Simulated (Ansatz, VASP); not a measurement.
# Two plane-wave programs on LiTl2B6

Contents of INCAR:

```
ALGO = Normal ; EDIFF = 1E-6
EDIFFG = -0.01 ; ENCUT = 600
GGA = PE ; IBRION = 2
ISIF = 3 ; ISMEAR = 0
LASPH = True ; LCHARG = False
LREAL = False ; LWAVE = False
NELM = 100 ; NSW = 100
PREC = Accurate ; SIGMA = 0.1
```

Contents of KPOINTS:

```
k-points
0
Gamma
  8 8 8
```

POSCAR

```
LiTl2B6
1.0
    0.0000000000      4.2423076755      4.2423076755
    4.2423076755      0.0000000000      4.2423076755
    4.2423076755      4.2423076755      0.0000000000
Li Tl B
1 2 6
Direct
    0.0000000000      0.0000000000      0.0000000000
    0.7500000000      0.7500000000      0.7500000000
    0.2500000000      0.2500000000      0.2500000000
    0.6443734528      0.6443734528      0.3556265472
    0.3556265472      0.6443734528      0.3556265472
    0.6443734528      0.3556265472      0.3556265472
    0.3556265472      0.3556265472      0.6443734528
    0.6443734528      0.3556265472      0.6443734528
    0.3556265472      0.6443734528      0.6443734528
```

Input for Ansatz:

```yaml
crystal:
  lattice:
    - [0.0, 4.2423076755, 4.2423076755]
    - [4.2423076755, 0.0, 4.2423076755]
    - [4.2423076755, 4.2423076755, 0.0]
  atoms:
    - { symbol: Li, position: [0.0, 0.0, 0.0] }
    - { symbol: Tl, position: [0.75, 0.75, 0.75] }
    - { symbol: Tl, position: [0.25, 0.25, 0.25] }
    - { symbol: B, position: [0.6443734528, 0.6443734528, 0.3556265472] }
    - { symbol: B, position: [0.3556265472, 0.6443734528, 0.3556265472] }
    - { symbol: B, position: [0.6443734528, 0.3556265472, 0.3556265472] }
    - { symbol: B, position: [0.3556265472, 0.3556265472, 0.6443734528] }
    - { symbol: B, position: [0.6443734528, 0.3556265472, 0.6443734528] }
    - { symbol: B, position: [0.3556265472, 0.6443734528, 0.6443734528] }
basis:
  ecutwfc: 420
kpoints:
  mp_grid: { grid: [8, 8, 8] }
hamiltonian:
  xc: pbe
scf:
  occupations: { method: gaussian, width: 0.1 }
output:
  forces: true
  stress: true
  eigenvalues: true
  write_density: true
  write_potential: true
  elf: true
  volumetric_format: npy
relax:
  adjacent_minimum: "off"
  f_tol: 0.01
  max_steps: 80
  cell: { stress_tol: 0.05 }
```

Change from the starting cell: species swapped into the K2H6Pt type (Fm-3m, No. 225).

Alike in both runs: task relaxation of cell and atoms; functional PBE; k mesh 8 × 8 × 8; occupations gaussian, width 0.1 eV; no spin polarisation.

```csv
,VASP,Ansatz
version,VASP 6.6.1,Ansatz 0.2.0
potentials or method,"VASP PAW PBE potentials, release 64 (Li_sv, Tl_d, B)","scalar-relativistic, plane waves, PAW"
plane-wave cutoff (eV),600,420
valence electrons in the cell,47,47
```

|  | VASP | Ansatz | Ansatz less VASP |
| --- | --- | --- | --- |
| gap on the k mesh at the Fermi level, each at its own relaxed structure (eV) | none | none | - |
| relaxed volume (Å³/atom) | 16.83 | 16.86 | +0.033 |
| relaxed cell length with the largest relative difference (Å) | 5.983 | 5.987 | +0.0039 |

A gap of «none» marks a metal or a gap that the smearing closes.

Caveats: the cutoff is under 1.25 times the usual one of these potentials, so pressure, stress and relaxed cells hold a basis-set (Pulay) error (VASP). The runs have no spin-orbit coupling, so splittings on Tl are missing.
